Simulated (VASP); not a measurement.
Wanted: the native input for a VASP 6.6.1 run.

```yaml
Task: relaxation of cell and atoms
Functional: RPBE
Potentials_or_basis: VASP PAW PBE potentials, release 64 (Rh_pv)
Cutoff: 600 eV
k_mesh: 18 × 18 × 18
Occupations: gaussian, width 0.1 eV
Spin: no spin polarisation
Further_INCAR_settings: ALGO = Normal; EDIFF = 1e-07; IBRION = 2; EDIFFG = -0.005; NSW = 90; ISIF = 3
```

The structure of Rh lies in POSCAR:

```
Rh
1.0
    0.0000000000      1.9029860900      1.9029860900
    1.9029860900      0.0000000000      1.9029860900
    1.9029860900      1.9029860900      0.0000000000
Rh
1
Direct
    0.0000000000      0.0000000000      0.0000000000
```

The input as run:

INCAR

```
PREC = Accurate
ENCUT = 600
EDIFF = 1E-7
ISMEAR = 0
SIGMA = 0.1
LREAL = F
LASPH = T
NELM = 80
ALGO = Normal
ISIF = 3
LWAVE = F
LCHARG = F
GGA = RP
IBRION = 2
NSW = 90
EDIFFG = -0.005
```

KPOINTS

```
Automatic mesh
0
Gamma
  18 18 18
```

Potentials or basis: VASP PAW PBE potentials, release 64 (Rh_pv).

Launch:

```sh
$ cat potpaw_PBE.64/Rh_pv/POTCAR > POTCAR
$ mpirun -np 1 vasp_std > vasp.out
```

Results of the run:

* Relaxed volume: 14.31 Å³/atom
* Relaxed cell: a = 2.725 Å, b = 2.725 Å, c = 2.725 Å, α = 60.00°, β = 60.00°, γ = 60.00°
* Space group after relaxing (to 0.05 Å): Fm-3m (No. 225)
* Energy gained by relaxing: 15.3 meV/atom
* Ionic steps: 4
* Pressure after relaxing: 0.0 GPa
* Band gap on the k mesh: none (metal or under the smearing width)

Caveat: the PAW data sets were made with another functional, which shifts forces and pressure a little.

Run time: 57 s on 1 thread of AMD EPYC 9R45 96-Core Processor (Zen 5), on a shared host, peak memory 0.15 GiB.
